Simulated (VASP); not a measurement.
# Berry-phase polarisation of ZnO

How large is the polarisation of ZnO against a centred reference, and what does the path between them cost?

Calculated with VASP 6.6.1; LDA; plane waves and PAW (Zn, O), in the first sound run; inputs show where later runs differ.

### 1. The structure

It takes space group P6_3mc (No. 186, hexagonal). Conventional cell: a = 3.250 Å, b = 3.250 Å, c = 5.207 Å, α = 90.00°, β = 90.00°, γ = 120.00°. Nearest to Zn lie 4 O at 1.97 to 1.99 Å. Nearest to O lie 4 Zn at 1.97 to 1.99 Å. Farther neighbours and most contacts between anions are not listed.

As a file:

```cif
data_structure
_symmetry_space_group_name_H-M 'P6_3mc'
_symmetry_Int_Tables_number 186
_cell_length_a 3.2500
_cell_length_b 3.2500
_cell_length_c 5.2070
_cell_angle_alpha 90.000
_cell_angle_beta 90.000
_cell_angle_gamma 120.000
_cell_volume 47.63
loop_
_atom_site_label
_atom_site_type_symbol
_atom_site_symmetry_multiplicity
_atom_site_Wyckoff_symbol
_atom_site_fract_x
_atom_site_fract_y
_atom_site_fract_z
_atom_site_occupancy
Zn1 Zn 2 b 0.33333 0.66667 0.00000 1
O1 O 2 b 0.33333 0.66667 0.38200 1
```

### 2. Relax the crystal, LDA

The polar end is relaxed first.

This step took 2 runs in a row; the last is shown.

Level: LDA; plane waves and PAW (Zn, O).

Input file INCAR:

```
SYSTEM = ZnO
PREC = Accurate
ENCUT = 520
EDIFF = 1E-07
NELM = 120
ISMEAR = 0
SIGMA = 0.02
LREAL = .FALSE.
ALGO = Normal
GGA = CA
NBANDS = 24
LASPH = .TRUE.
LORBIT = 11
LWAVE = .FALSE.
LCHARG = .FALSE.
KPAR = 8
IBRION = 2
NSW = 80
ISIF = 3
EDIFFG = -0.005
POTIM = 0.4
```

Input file POSCAR:

```
ZnO
1.0
    3.1955583679      0.0000000000      0.0000000000
   -1.5977791839      2.7674347256      0.0000000000
    0.0000000000      0.0000000000      5.1650854953
Zn O
2 2
Direct
    0.3333333333      0.6666666667      0.0017542169
    0.6666666667      0.3333333333      0.5017542169
    0.3333333333      0.6666666667      0.3802457831
    0.6666666667      0.3333333333      0.8802457831
```

Input file KPOINTS:

```
Automatic mesh
0
Gamma
9 9 5
0 0 0
```

Potentials, in the order of the species: Zn and O (LDA family, release 64).

The run is started by

```sh
$ mpirun -np 8 vasp_std
```

Log:

```text
[banner, memory and clock lines left out]
running    8 mpi-ranks, on    1 nodes
[...]
|                                                                             |
|           W    W    AA    RRRRR   N    N  II  N    N   GGGG   !!!           |
|           W    W   A  A   R    R  NN   N  II  NN   N  G    G  !!!           |
|           W    W  A    A  R    R  N N  N  II  N N  N  G       !!!           |
|           W WW W  AAAAAA  RRRRR   N  N N  II  N  N N  G  GGG   !            |
|           WW  WW  A    A  R   R   N   NN  II  N   NN  G    G                |
|           W    W  A    A  R    R  N    N  II  N    N   GGGG   !!!           |
|                                                                             |
|     For optimal performance we recommend to set                             |
|       NCORE = 2 up to number-of-cores-per-socket                            |
|     NCORE specifies how many cores store one orbital (NPAR=cpu/NCORE).      |
|     This setting can greatly improve the performance of VASP for DFT.       |
[...]
|     Unfortunately you need to use the default for GW and RPA                |
|     calculations (for HF NCORE is supported but not extensively tested      |
|     yet).                                                                   |
|                                                                             |

 LDA part: xc-table for (Slater(with rela. corr.)+CA(PZ))
 , standard interpolation
 POSCAR, INCAR and KPOINTS ok, starting setup
[...]
entering main loop
       N       E                     dE             d eps       ncg     rms          rms(c)
DAV:   1     0.278409724810E+03    0.27841E+03   -0.18601E+04  1760   0.223E+03
DAV:   2     0.284590385537E+01   -0.27556E+03   -0.26250E+03  1880   0.423E+02
DAV:   3    -0.238352518829E+02   -0.26681E+02   -0.26480E+02  2008   0.140E+02
DAV:   4    -0.242303319985E+02   -0.39508E+00   -0.39491E+00  1976   0.179E+01
[...]
DAV:  13    -0.211584605905E+02   -0.19245E-05   -0.75347E-06  2728   0.796E-02    0.124E-02
DAV:  14    -0.211584583618E+02    0.22286E-05   -0.40887E-06  2256   0.193E-02    0.325E-03
DAV:  15    -0.211584582956E+02    0.66195E-07   -0.69177E-07  1856   0.660E-03
   1 F= -.21158458E+02 E0= -.21158458E+02  d E =-.211585E+02
[...]
reached required accuracy - stopping structural energy minimisation
```

It took 5.8 s on 8 MPI ranks of Intel Xeon Platinum 8124M at 3.00GHz (Skylake/Cascade Lake), shared host; peak memory 1.4 GiB; 37 s of CPU time.

Lines that name or quote the potential files are left out of all logs, and their timing lines are given in words.

Parts of OUTCAR (step 2):

```text
  Total        0.0087144      0.0087144      0.0102548      0.0000000     -0.0000000      0.0000000
  in kB        0.3056648      0.3056648      0.3596948      0.0000000     -0.0000000      0.0000000
  external PRESSURE =       0.3236748 kB  Pullay stress =       0.0000000 kB

 POSITION                                       TOTAL-FORCE (eV/Angst)
 -----------------------------------------------------------------------------------
     -0.00000      1.84496      0.00906        -0.000000     -0.000000      0.001174
      1.59778      0.92248      2.59160        -0.000000      0.000000      0.001174
     -0.00000      1.84496      1.96400         0.000000     -0.000000     -0.001174
      1.59778      0.92248      4.54654         0.000000     -0.000000     -0.001174
 -----------------------------------------------------------------------------------
    total drift:                                0.000000      0.000001      0.000464

  FREE ENERGIE OF THE ION-ELECTRON SYSTEM (eV)
  ---------------------------------------------------
  free  energy   TOTEN  =       -21.1584582956 eV

  energy  without entropy=      -21.1584582956  energy(sigma->0) =      -21.15845830

 reached required accuracy - stopping structural energy minimisation

[... 3 further parts left out ...]
[key lines of the parts left out:]
E-fermi :   1.4236
```

This run gave:

```
energy(sigma→0) of the program : -21.1585 eV
stress, compression positive   : xx, yy, zz 0.03, 0.03, 0.04 GPa
volume                         : 45.677 Å³
ionic steps                    : 1
```

### 3. Berry phase, LDA

The centred structure lies half way between the polar one and its mirror or inverted image (space group 194 within 0.02 Å; largest move 0.32 Å). One point of the path in full, at 0.4 of the distortion.

Level: LDA; plane waves and PAW (Zn, O).

Input file INCAR:

```
SYSTEM = ZnO
PREC = Accurate
ENCUT = 520
EDIFF = 1E-07
NELM = 100
ISMEAR = 0
SIGMA = 0.02
LREAL = .FALSE.
ALGO = Normal
GGA = CA
NBANDS = 24
LASPH = .TRUE.
LWAVE = .FALSE.
LCHARG = .FALSE.
LCALCPOL = .TRUE.
DIPOL = 0.123 0.137 0.119
ISIF = 2
```

Input file POSCAR:

```
ZnO
1.0
    3.1955583679      0.0000000000      0.0000000000
   -1.5977791839      2.7674347256      0.0000000000
    0.0000000000      0.0000000000      5.1650854953
Zn O
2 2
Direct
    0.3333333330      0.6666666670      0.9647016870
    0.6666666670      0.3333333330      0.4647016870
    0.3333333330      0.6666666670      0.4160983130
    0.6666666670      0.3333333330      0.9160983130
```

Input file KPOINTS:

```
Automatic mesh
0
Gamma
11 11 8
0 0 0
```

The run is started by

```sh
$ mpirun -np 2 vasp_std
```

Log:

```text
[banner, memory and clock lines left out]
running    2 mpi-ranks, on    1 nodes
[...]
LDA part: xc-table for (Slater(with rela. corr.)+CA(PZ))
 , standard interpolation
 POSCAR, INCAR and KPOINTS ok, starting setup
[...]
entering main loop
       N       E                     dE             d eps       ncg     rms          rms(c)
DAV:   1     0.283747397229E+03    0.28375E+03   -0.18681E+04  3872   0.223E+03
DAV:   2     0.338537227734E+01   -0.28036E+03   -0.26627E+03  4200   0.428E+02
DAV:   3    -0.235854864971E+02   -0.26971E+02   -0.26779E+02  4456   0.141E+02
DAV:   4    -0.239964794621E+02   -0.41099E+00   -0.41083E+00  4264   0.183E+01
[...]
DAV:  13    -0.207210616599E+02   -0.29707E-07   -0.29688E-06  4864   0.528E-02    0.125E-02
DAV:  14    -0.207210593323E+02    0.23276E-05   -0.48220E-06  5728   0.273E-02    0.273E-03
DAV:  15    -0.207210593397E+02   -0.74024E-08   -0.67695E-07  3928   0.644E-03
 p_tot=( -0.627E+01 -0.136E+02  0.982E+01 )
   1 F= -.20721059E+02 E0= -.20721059E+02  d E =-.220272E-24
```

The job ended after 72 s (2 MPI ranks; peak memory 0.44 GiB; 2.1 min of CPU time).

OUTCAR, selected parts (step 3):

```text
  Total        3.5108038      3.5108038     -1.8325751      0.0000000      0.0000000      0.0000000
  in kB      123.1446311    123.1446311    -64.2792376      0.0000000      0.0000000      0.0000000
  external PRESSURE =      60.6700082 kB  Pullay stress =       0.0000000 kB

 POSITION                                       TOTAL-FORCE (eV/Angst)
 -----------------------------------------------------------------------------------
     -0.00000      1.84496      4.98277         0.000000     -0.000000      0.616505
      1.59778      0.92248      2.40022        -0.000000      0.000000      0.616505
     -0.00000      1.84496      2.14918         0.000000      0.000000     -0.616505
      1.59778      0.92248      4.73173        -0.000000      0.000000     -0.616505
 -----------------------------------------------------------------------------------
    total drift:                               -0.000002     -0.000000      0.000528

  FREE ENERGIE OF THE ION-ELECTRON SYSTEM (eV)
  ---------------------------------------------------
  free  energy   TOTEN  =       -20.7210593397 eV

  energy  without entropy=      -20.7210593397  energy(sigma->0) =      -20.72105934

[... 1 part as in an earlier step ...]

[... 2 further parts left out ...]
[key lines of the parts left out:]
E-fermi :   1.5739
```

Numbers from this step:

* energy(sigma→0) of the program: -20.7211 eV
* stress, compression positive: xx, yy, zz 12.31, 12.31, -6.43 GPa

The run ends at a pressure of 6.07 GPa, with forces up to 0.62 eV/Å.

### 4. The table

The other members went through these steps as far as the tables show, at the cell of the polar end; 11 runs are not shown. The session took 0.52 core hours (wall time by ranks) on a shared machine.

The Berry phase fixes the polarisation only up to a quantum, here 181 µC/cm², so branches are joined from point to point; the sign is set positive along the polar axis, and energies count from the end point of the series.

| fraction of the polar distortion | polarisation, branches joined (µC/cm²) | energy above the polar end (meV/f.u.) | gap on the mesh (eV) |
| --- | --- | --- | --- |
| 0 | 0.00 | 301.99 | 0.93 |
| 0.10 | 8.29 | ? | 0.93 |
| 0.20 | 16.63 | 280.12 | 0.92 |
| 0.30 | 25.02 | 253.78 | 0.91 |
| 0.40 | 33.52 | 218.81 | 0.90 |
| 0.50 | 42.15 | 177.19 | 0.88 |
| 0.60 | 50.91 | 131.63 | 0.86 |
| 0.70 | 59.83 | 85.65 | 0.84 |
| 0.80 | 68.91 | 43.95 | 0.81 |
| 0.90 | 78.14 | 12.68 | 0.80 |
| 1 | 87.48 | 0.00 | 0.80 |

### 5. A double well from the known rows

A least-squares parabola through the 10 rows shown, with u the square of the distortion: E = 273.1 u² − 577.9 u + 303.3 (meV/f.u.), r.m.s. residual 1.1 meV/f.u.

At u = 0.01000 this predicts 297.55 meV/f.u.

### 6. Prediction against calculation

The calculation gives 296.45 meV/f.u., so the prediction is 1.10 meV/f.u. too high, within twice the residual of the fit.

### 7. Summary of results

```yaml
polarisation_at_the_last_point: 87.5 µC/cm²
energy_of_the_centred_structure: 302 meV/f.u.
highest_point_of_the_path: 302 meV/f.u.
error_of_the_predicted_energy: 1.10 meV/f.u.
```

**Reading.** The largest step between points is 9.3 µC/cm², well under half the quantum, so the joining is safe. The polarisation departs from a straight line by up to 1.6 µC/cm². The smallest gap on the mesh along the path is 0.80 eV. The value belongs to this centred reference; where a crystal has several, another path can give another value. A straight path at a fixed cell bounds the barrier of uniform switching from above; where films switch at all, they do so at domain walls.

[Lines on the potential files, build, host, timing and source positions are cut from VASP's logs without a mark.]

[Logs are printed without paths, hosts, clocks, repeated set-up lines and the standing remarks that a program may print on its own settings, such as how far it seeks lower states.]

[Hosts, paths, dates, database ids (printed as entryN), source tags and the programs' standing remarks are cut or masked in the printed files.]
